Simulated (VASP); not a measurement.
Zr3MoC:

```
Zr Mo C
1.0
     4.94251    0.00000    0.00000
     0.00000    4.94251    0.00000
     0.00000    0.00000    4.94251
Zr Mo C
3 1 1
Direct
  0.50000 0.00000 0.00000
  0.00000 0.50000 0.00000
  0.00000 0.00000 0.50000
  0.00000 0.00000 0.00000
  0.50000 0.50000 0.50000
```

The cell was built by a generator and needn't be a form met in nature.

Base run:

| Item | Value |
| --- | --- |
| Program | VASP 6.6.1 |
| Functional | PBE |
| Potentials or basis | VASP PAW PBE potentials, release 64 (Zr_sv, Mo_sv, C) |
| Cutoff | 900 eV |
| k mesh | 5 × 5 × 5 |
| Occupations | fermi-dirac, width 0.05 eV |
| Spin | no spin polarisation |

Its results: pressure 1.0 GPa.

Question: The run is repeated on the same cell with these changes: potentials or basis from VASP PAW PBE potentials, release 64 (Zr_sv, Mo_sv, C) to VASP PAW PBE potentials, release 64 (Zr_sv, Mo, C); valence electrons from 54 to 46. What comes out?

Answer: Pressure 1.5 GPa.
